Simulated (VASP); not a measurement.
Computed with LDA (Ceperley-Alder, Perdew-Zunger), VASP's LDA PAW potentials (set 64) (plane waves; VASP).

A VASP calculation is set up with these files.

KPOINTS:
```
kpoints
0
G
5 5 7
```

### POSCAR
```
MnF2
1.0
  4.7580715385   0.0000000000   0.0000000000
  0.0000000000   4.7580715385   0.0000000000
  0.0000000000   0.0000000000   3.2251873687
Mn F
2 4
Cart
  0.0000000000   0.0000000000   0.0000000000
  2.3790357693   2.3790357693   1.6125936843
  1.4381176820   1.4381176820   0.0000000000
  3.8171534513   0.9409180872   1.6125936843
  0.9409180872   3.8171534513   1.6125936843
  3.3199538565   3.3199538565   3.2251873687
```

INCAR:
```
EDIFFG  =  -0.02   # ionic stop
ISMEAR  =  0   # Gaussian
PREC  =  Accurate
MAGMOM  =  4.4 -4.4 -0.0 2*0.0 -0.0
LORBIT  =  10
LWAVE  =  .FALSE.
LMAXMIX  =  4
ISIF  =  3   # ions, shape and volume
NSW  =  40   # most ionic steps
LREAL  =  .FALSE.   # projection in real space or not
LCHARG  =  .FALSE.
SIGMA  =  0.05   # width (eV)
SYSTEM  =  MnF2
ISPIN  =  2
EDIFF  =  1E-6   # SCF stop (eV)
LASPH  =  .TRUE.
NELM  =  100   # most electronic steps
ENCUT  =  620   # plane-wave cut-off (eV)
ALGO  =  Normal   # blocked Davidson
IBRION  =  2   # conjugate gradients
```

POTCAR, in this order: Mn_pv F (LDA.64 set). Program: vasp_std.

What VASP printed:

**OUTCAR**
```
 ion  position               nearest neighbor table
   1  0.000  0.000  0.000-   3 2.03   6 2.03   5 2.09   4 2.09   4 2.09   5 2.09
   2  0.500  0.500  0.500-   4 2.03   5 2.03   3 2.09   6 2.09   3 2.09   6 2.09
   3  0.302  0.302  0.000-   1 2.03   2 2.09   2 2.09
   4  0.802  0.198  0.500-   2 2.03   1 2.09   1 2.09
   5  0.198  0.802  0.500-   2 2.03   1 2.09   1 2.09
   6  0.698  0.698  0.000-   1 2.03   2 2.09   2 2.09
  LATTYP: Found a simple tetragonal cell.
 ALAT       =     4.7580715385
 C/A-ratio  =     0.6778349889
 Subroutine PRICEL returns:
 Original cell was already a primitive cell.
 Subroutine GETGRP returns: Found 16 space group operations
The static configuration has the point symmetry D_2h.
 The point group associated with its full space group is D_4h.
The dynamic configuration has the point symmetry D_2h.
The overall configuration has the point symmetry D_2h.
 Subroutine INISYM returns: Found 16 space group operations
 Subroutine IBZKPT returns following result:
 Found     24 irreducible k-points:

 Following reciprocal coordinates:
            Coordinates               Weight
  0.000000  0.000000  0.000000      1.000000
  0.200000  0.000000  0.000000      4.000000
  0.400000  0.000000  0.000000      4.000000
  0.200000  0.200000  0.000000      4.000000
  0.400000  0.200000  0.000000      8.000000
  0.400000  0.400000  0.000000      4.000000
  0.000000  0.000000  0.142857      2.000000
  0.200000  0.000000  0.142857      8.000000
  0.400000  0.000000  0.142857      8.000000
  0.200000  0.200000  0.142857      8.000000
  0.400000  0.200000  0.142857     16.000000
  0.400000  0.400000  0.142857      8.000000
  0.000000  0.000000  0.285714      2.000000
  0.200000  0.000000  0.285714      8.000000
  0.400000  0.000000  0.285714      8.000000
  0.200000  0.200000  0.285714      8.000000
  0.400000  0.200000  0.285714     16.000000
...
```

OSZICAR:
```
       N       E                     dE             d eps       ncg     rms          rms(c)
DAV:   1     0.769251271650E+03    0.76925E+03   -0.34332E+04  3072   0.220E+03
DAV:   2     0.349632961543E+02   -0.73429E+03   -0.70890E+03  3400   0.599E+02
DAV:   3    -0.429736912691E+02   -0.77937E+02   -0.77199E+02  3384   0.200E+02
DAV:   4    -0.452602202293E+02   -0.22865E+01   -0.22644E+01  3672   0.333E+01
DAV:   5    -0.453020988108E+02   -0.41879E-01   -0.41842E-01  3256   0.493E+00    0.228E+01
DAV:   6    -0.419206463022E+02    0.33815E+01   -0.23341E+01  3712   0.371E+01    0.168E+01
DAV:   7    -0.419603619157E+02   -0.39716E-01   -0.17281E+00  3256   0.112E+01    0.112E+01
DAV:   8    -0.418384351198E+02    0.12193E+00   -0.34272E-01  3400   0.521E+00    0.391E+00
DAV:   9    -0.419337378074E+02   -0.95303E-01   -0.64285E-02  3832   0.284E+00    0.820E-01
DAV:  10    -0.419355355927E+02   -0.17978E-02   -0.14838E-02  3152   0.788E-01    0.165E-01
DAV:  11    -0.419355862721E+02   -0.50679E-04   -0.40424E-04  3728   0.177E-01    0.674E-02
DAV:  12    -0.419356044954E+02   -0.18223E-04   -0.28897E-05  3488   0.457E-02    0.360E-02
DAV:  13    -0.419356107815E+02   -0.62861E-05   -0.82871E-06  3192   0.220E-02    0.103E-02
DAV:  14    -0.419356113615E+02   -0.58003E-06   -0.10834E-06  1928   0.101E-02
   1 F= -.41935611E+02 E0= -.41935611E+02  d E =-.419356E+02  mag=     0.0000
       N       E                     dE             d eps       ncg     rms          rms(c)
DAV:   1    -0.419409621037E+02   -0.53513E-02   -0.12661E-01  3384   0.333E+00    0.631E-01
DAV:   2    -0.419360884854E+02    0.48736E-02   -0.17057E-02  3424   0.104E+00    0.403E-01
DAV:   3    -0.419359749832E+02    0.11350E-03   -0.11941E-03  3648   0.306E-01    0.149E-01
DAV:   4    -0.419358766571E+02    0.98326E-04   -0.76552E-05  3976   0.692E-02    0.899E-02
DAV:   5    -0.419358371989E+02    0.39458E-04   -0.39797E-05  3832   0.533E-02    0.267E-02
DAV:   6    -0.419358386423E+02   -0.14434E-05   -0.52836E-06  3008   0.202E-02    0.579E-03
DAV:   7    -0.419358386904E+02   -0.48177E-07   -0.30677E-07  1648   0.584E-03
   2 F= -.41935839E+02 E0= -.41935839E+02  d E =-.227329E-03  mag=     0.0000
```

File OUTCAR:
```
------------------------ aborting loop because EDIFF is reached ----------------------------------------
  FORCE on cell =-STRESS in cart. coord.  units (eV):
  Direction    XX          YY          ZZ          XY          YZ          ZX
  --------------------------------------------------------------------------------------
  Total        0.0439308      0.0439308     -0.0328445     -0.0000000      0.0000000      0.0000000
  in kB        0.9665864      0.9665864     -0.7226610     -0.0000000      0.0000000      0.0000000
  external PRESSURE =       0.4035039 kB  Pullay stress =       0.0000000 kB
  volume of cell :       72.82
      direct lattice vectors                 reciprocal lattice vectors
     4.755610624  0.000000000  0.000000000     0.210277939 -0.000000000  0.000000000
     0.000000000  4.755610624  0.000000000    -0.000000000  0.210277939  0.000000000
     0.000000000  0.000000000  3.219781074     0.000000000  0.000000000  0.310580122
 POSITION                                       TOTAL-FORCE (eV/Angst)
 -----------------------------------------------------------------------------------
      0.00000      0.00000      0.00000        -0.000000      0.000000     -0.000000
      2.37781      2.37781      1.60989        -0.000000      0.000000     -0.000000
      1.43719      1.43719      0.00000        -0.007134     -0.007134      0.000000
      3.81500      0.94061      1.60989        -0.007134      0.007134     -0.000000
      0.94061      3.81500      1.60989         0.007134     -0.007134     -0.000000
      3.31842      3.31842      3.21978         0.007134      0.007134     -0.000000
 -----------------------------------------------------------------------------------
    total drift:                                0.000000     -0.000000      0.000000
  FREE ENERGIE OF THE ION-ELECTRON SYSTEM (eV)
  ---------------------------------------------------
  free  energy   TOTEN  =       -41.9358386904 eV

  energy  without entropy=      -41.9358386904  energy(sigma->0) =      -41.93583869

 total charge

# of ion       s       p       d       tot
------------------------------------------
    1        0.184   6.176   5.009  11.370
    2        0.184   6.176   5.009  11.370
    3        1.723   4.351   0.000   6.074
    4        1.723   4.351   0.000   6.074
    5        1.723   4.351   0.000   6.074
    6        1.723   4.351   0.000   6.074
--------------------------------------------------
tot          7.261  29.757  10.019  47.037

 magnetization (x)

# of ion       s       p       d       tot
------------------------------------------
    1        0.013   0.012   4.412   4.437
    2       -0.013  -0.012  -4.412  -4.437
    3       -0.003  -0.028   0.000  -0.031
    4        0.003   0.028   0.000   0.031
    5        0.003   0.028   0.000   0.031
    6       -0.003  -0.028   0.000  -0.031
--------------------------------------------------
tot          0.000   0.000  -0.000  -0.000

 reached required accuracy - stopping structural energy minimisation
```
(Selected blocks of OUTCAR.)

**CONTCAR**
```
MnF2
   1.00000000000000
     4.7556106239844578    0.0000000000000000    0.0000000000000000
     0.0000000000000000    4.7556106239844578    0.0000000000000000
     0.0000000000000000    0.0000000000000000    3.2197810739588055
  Mn              F
     2     4
Direct
     0.0000000000000000    0.0000000000000000    0.0000000000000000
     0.5000000000000000    0.5000000000000000    0.5000000000000000
     0.3022097105552722    0.3022097105552722    0.0000000000000000
     0.8022097105552722    0.1977902894447277    0.5000000000000000
     0.1977902894447277    0.8022097105552722    0.5000000000000000
     0.6977902894447278    0.6977902894447278    1.0000000000000000
```

OUTCAR:
```
 val. band max:        3.5256429135   @ k =   0.4000   0.2000   0.4286

 cond. band min:       5.1557675866   @ k =   0.0000   0.0000   0.0000


 Fermi energy:         3.8919129443

 spin component 1

 k-point     1 :       0.0000    0.0000    0.0000
  band No.  band energies     occupation
      1     -45.6468      1.00000
      2     -45.5824      1.00000
      3     -45.5695      1.00000
      4     -41.2154      1.00000
      5     -41.1642      1.00000
      6     -41.1532      1.00000
      7     -21.0081      1.00000
      8     -20.3469      1.00000
      9     -20.3227      1.00000
     10     -20.2543      1.00000
     11      -4.9817      1.00000
     12      -3.9086      1.00000
     13      -3.5375      1.00000
     14      -3.2188      1.00000
     15      -2.8261      1.00000
     16      -2.7727      1.00000
     17      -2.7646      1.00000
     18      -2.7395      1.00000
     19      -1.7150      1.00000
     20      -1.3451      1.00000
     21      -1.3249      1.00000
     22      -0.9947      1.00000
     23       1.6544      1.00000
     24       1.9708      1.00000
     25       2.1525      1.00000
     26       3.1016      1.00000
     27       3.3802      1.00000
     28       5.1558      0.00000
     29       5.4357      0.00000
     30       5.9147      0.00000
     31       5.9296      0.00000
     32       7.0680      0.00000

 k-point     2 :       0.2000    0.0000    0.0000
  band No.  band energies     occupation
      1     -45.6468      1.00000
      2     -45.5824      1.00000
      3     -45.5695      1.00000
      4     -41.2154      1.00000
      5     -41.1643      1.00000
      6     -41.1532      1.00000
      7     -20.9498      1.00000
      8     -20.4221      1.00000
      9     -20.3080      1.00000
     10     -20.2591      1.00000
     11      -4.8165      1.00000
     12      -3.9056      1.00000
     13      -3.4288      1.00000
     14      -3.2295      1.00000
...
```

The compound is MnF2 in the rutile structure. This run relaxes it. Symmetry was kept, so distortions that lower it aren't found.
